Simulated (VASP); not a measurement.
OSZICAR of a VASP run on MoSi2:

**OSZICAR**
```
       N       E                     dE             d eps       ncg     rms          rms(c)
DAV:   1     0.486557057328E+03    0.48656E+03   -0.58722E+04  2774   0.932E+02
DAV:   2    -0.260334400503E+03   -0.74689E+03   -0.72640E+03  2449   0.272E+02
DAV:   3    -0.303214312517E+03   -0.42880E+02   -0.41309E+02  2588   0.541E+01
DAV:   4    -0.305196194303E+03   -0.19819E+01   -0.19576E+01  2860   0.972E+00
DAV:   5    -0.305253747016E+03   -0.57553E-01   -0.57312E-01  2788   0.156E+00    0.467E+01
DAV:   6    -0.277173283037E+03    0.28080E+02   -0.61684E+01  2439   0.302E+01    0.131E+01
DAV:   7    -0.271899596560E+03    0.52737E+01   -0.39792E+01  2388   0.202E+01    0.130E+01
DAV:   8    -0.268097902444E+03    0.38017E+01   -0.14101E+01  2609   0.107E+01    0.576E+00
DAV:   9    -0.268627923816E+03   -0.53002E+00   -0.40722E+00  2669   0.604E+00    0.449E+00
DAV:  10    -0.267310107892E+03    0.13178E+01   -0.19118E+00  2678   0.440E+00    0.203E+00
DAV:  11    -0.264980876137E+03    0.23292E+01   -0.37574E-01  2644   0.244E+00    0.935E-01
DAV:  12    -0.262551552736E+03    0.24293E+01   -0.92463E-02  2252   0.132E+00    0.467E-01
DAV:  13    -0.260997371377E+03    0.15542E+01   -0.42628E-02  2324   0.786E-01    0.316E-01
DAV:  14    -0.259500330450E+03    0.14970E+01   -0.93273E-02  2204   0.134E+00    0.233E-01
DAV:  15    -0.258720215461E+03    0.78011E+00   -0.53584E-02  2229   0.943E-01    0.209E-01
DAV:  16    -0.258524584719E+03    0.19563E+00   -0.10229E-02  2436   0.426E-01    0.153E-01
DAV:  17    -0.257857157898E+03    0.66743E+00   -0.11319E-01  2117   0.137E+00    0.162E-01
DAV:  18    -0.257613490128E+03    0.24367E+00   -0.67287E-02  2345   0.972E-01    0.121E-01
DAV:  19    -0.257669045462E+03   -0.55555E-01   -0.85439E-03  2225   0.366E-01    0.138E-01
DAV:  20    -0.257679541876E+03   -0.10496E-01   -0.37502E-04  2756   0.561E-02    0.139E-01
DAV:  21    -0.257508528307E+03    0.17101E+00   -0.68003E-02  2089   0.922E-01    0.115E-01
DAV:  22    -0.257517050378E+03   -0.85221E-02   -0.52278E-02  2142   0.577E-01    0.131E-01
DAV:  23    -0.257515694947E+03    0.13554E-02   -0.19784E-03  2812   0.103E-01    0.138E-01
DAV:  24    -0.257509682674E+03    0.60123E-02   -0.90404E-04  2294   0.896E-02    0.135E-01
DAV:  25    -0.257500685023E+03    0.89977E-02   -0.16360E-03  2234   0.115E-01    0.175E-01
DAV:  26    -0.257514700489E+03   -0.14015E-01   -0.31572E-03  2255   0.183E-01    0.245E-01
DAV:  27    -0.257484915652E+03    0.29785E-01   -0.14169E-02  2327   0.364E-01    0.964E-02
DAV:  28    -0.257500930177E+03   -0.16015E-01   -0.17849E-03  2233   0.133E-01    0.103E-01
DAV:  29    -0.257492760619E+03    0.81696E-02   -0.75324E-04  2180   0.906E-02    0.807E-02
DAV:  30    -0.257500602390E+03   -0.78418E-02   -0.20113E-03  2349   0.109E-01    0.289E-02
DAV:  31    -0.257504507364E+03   -0.39050E-02   -0.30843E-04  2549   0.484E-02    0.186E-02
DAV:  32    -0.257512628433E+03   -0.81211E-02   -0.97082E-04  2288   0.107E-01    0.244E-02
DAV:  33    -0.257517484312E+03   -0.48559E-02   -0.81754E-04  2173   0.788E-02    0.153E-02
DAV:  34    -0.257520108255E+03   -0.26239E-02   -0.10770E-03  2312   0.925E-02    0.228E-02
DAV:  35    -0.257520173282E+03   -0.65026E-04   -0.10651E-04  2404   0.316E-02    0.182E-02
DAV:  36    -0.257520216223E+03   -0.42941E-04   -0.39396E-05  1875   0.213E-02    0.856E-03
DAV:  37    -0.257520147594E+03    0.68629E-04   -0.10622E-04  2312   0.324E-02    0.644E-03
DAV:  38    -0.257520258543E+03   -0.11095E-03   -0.57354E-05  1875   0.240E-02    0.425E-03
DAV:  39    -0.257520245591E+03    0.12953E-04   -0.75603E-06  2021   0.919E-03    0.209E-03
DAV:  40    -0.257520242153E+03    0.34379E-05   -0.12779E-06  1460   0.486E-03    0.111E-03
DAV:  41    -0.257520272065E+03   -0.29913E-04   -0.10396E-05  1861   0.103E-02    0.134E-03
DAV:  42    -0.257520274105E+03   -0.20398E-05   -0.93752E-07  1548   0.413E-03    0.875E-04
DAV:  43    -0.257520275428E+03   -0.13231E-05   -0.50712E-07  1379   0.323E-03    0.735E-04
DAV:  44    -0.257520275188E+03    0.24059E-06   -0.20082E-07  1362   0.203E-03
   1 F= -.25752028E+03 E0= -.25743084E+03  d E =-.178863E+00
```

### Question
Which electronic solver shows in the log?

### Answer
It is blocked Davidson (ALGO = Normal, or the opening steps of other solvers). The INCAR had ALGO = Normal.

### Question
Can the final energy be trusted as converged?

### Answer
Self-consistency was reached. It stopped with EDIFF = 1E-6, NELM = 100 (r2SCAN meta-GGA, plane waves, VASP's PBE PAW potentials (set 64)).  The cell holds a wide vacuum, so values per volume refer to the whole cell.

The cell is a sheet with vacuum, built from a generated structure.
